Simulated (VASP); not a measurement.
A run of VASP 6.6.1 is set up as follows.

File INCAR:

```
SYSTEM = NaMgF3
  PREC = Accurate
  ENCUT = 520
  EDIFF = 1E-6
  ISMEAR = 0
  SIGMA = 0.05
  LREAL = .FALSE.
  LASPH = .TRUE.
  NELM = 100
  ALGO = Fast
  ISIF = 2
  LWAVE = .FALSE.
  LCHARG = .TRUE.
  GGA = CA
  LELF = .TRUE.
  LVHAR = .TRUE.
  NBANDS = 23
```

Contents of KPOINTS:

```
Automatic mesh
0
G
  6 6 6
  0 0 0
```

POSCAR

```
NaMgF3
1.0
    3.9508390000      0.0000000000      0.0000000000
    0.0000000000      3.9508390000      0.0000000000
    0.0000000000      0.0000000000      3.9508390000
Na Mg F
1 1 3
Direct
    0.0000000000      0.0000000000      0.0000000000
    0.5000000000      0.5000000000      0.5759332385
    0.5000000000      0.5000000000      0.0000000000
    0.5000000000      0.0000000000      0.5000000000
    0.0000000000      0.5000000000      0.5000000000
```

Potentials or basis: VASP PAW LDA potentials, release 64 (Na_pv, Mg, F).

The run is started by

```bash
$ cat potpaw_LDA.64/Na_pv/POTCAR potpaw_LDA.64/Mg/POTCAR potpaw_LDA.64/F/POTCAR > POTCAR
$ mpirun -np 1 vasp_std > vasp.out
```

(1) What does it give for the band gap on the k mesh?

(2) Estimate the pressure.

Answers

(1) 5.47 eV, indirect (least direct gap 5.96 eV).

(2) -2.8 GPa.

Caveat: forces of over 1 eV/Å show positions far from the minimum, so gaps and moduli don't describe the material at rest.
